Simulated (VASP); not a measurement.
An input for Quantum ESPRESSO's pw.x (written as the equivalent of a VASP run, and not itself run):

```
&CONTROL
  calculation = 'vc-relax'
  pseudo_dir = './pseudo'
  outdir = './out'
  tprnfor = .true.
  tstress = .true.
  nstep = 40
  forc_conv_thr = 0.00078
/
&SYSTEM
  ibrav = 0
  nat = 4
  ntyp = 2
  ecutwfc = 86
  occupations = 'smearing'
  smearing = 'gaussian'
  degauss = 0.003675
  input_dft = 'pbesol'
/
&ELECTRONS
  conv_thr = 7.3e-08
  electron_maxstep = 100
/
&IONS
/
&CELL
/
ATOMIC_SPECIES
  Sn 118.710 Sn.upf
  Se 78.971 Se.upf
CELL_PARAMETERS angstrom
     5.0147657    0.0000000   -0.0000000
    -2.5073829    4.3429138   -0.0000000
     0.0000000   -0.0000000    6.0147153
ATOMIC_POSITIONS crystal
  Sn   0.3333330  0.6666670  0.9423073
  Sn   0.6666670  0.3333330  0.4423073
  Se   0.3333330  0.6666670  0.4326927
  Se   0.6666670  0.3333330  0.9326927
K_POINTS automatic
  5 5 4 0 0 0
```

**Question.** Translate this input to VASP (INCAR, KPOINTS, POSCAR, choice of POTCAR).

**Answer.** This is not unique; one that fits is 
POSCAR:
```
SnSe
1
    5.0147657342     0.0000000000    -0.0000000000
   -2.5073828671     4.3429138172    -0.0000000000
    0.0000000000    -0.0000000000     6.0147152726
Sn Se
2 2
Direct
  0.3333330000   0.6666670000   0.9423072709
  0.6666670000   0.3333330000   0.4423072709
  0.3333330000   0.6666670000   0.4326927291
  0.6666670000   0.3333330000   0.9326927291
```

INCAR:
```
SYSTEM = SnSe
PREC = Accurate
ENCUT = 500
EDIFF = 1E-6
NELM = 100
ALGO = Normal
LREAL = .FALSE.
LASPH = .TRUE.
ISMEAR = 0
SIGMA = 0.05
GGA = PS
LMAXMIX = 4
LWAVE = .FALSE.
LCHARG = .FALSE.
IBRION = 2
ISIF = 3
NSW = 40
EDIFFG = -0.02
```

File KPOINTS:
```
Automatic mesh
0
Gamma
5 5 4
0 0 0
```

POTCAR, in this order: Sn_d Se (PBE.64 set). Program: vasp_std.

What does not carry over: the potentials are each code's own (VASP's PAW set, PseudoDojo norm-conserving files in pw.x), so ENCUT and ecutwfc are chosen apart and not converted; conv_thr bounds pw.x's estimated SCF error, while EDIFF bounds the energy change between steps; forc_conv_thr acts on force components and is met together with etot_conv_thr.

The structure was generated: SnSe was put into the wurtzite type (P6_3mc), which need not be its known phase. It was relaxed first, which changed the volume by +22 %.
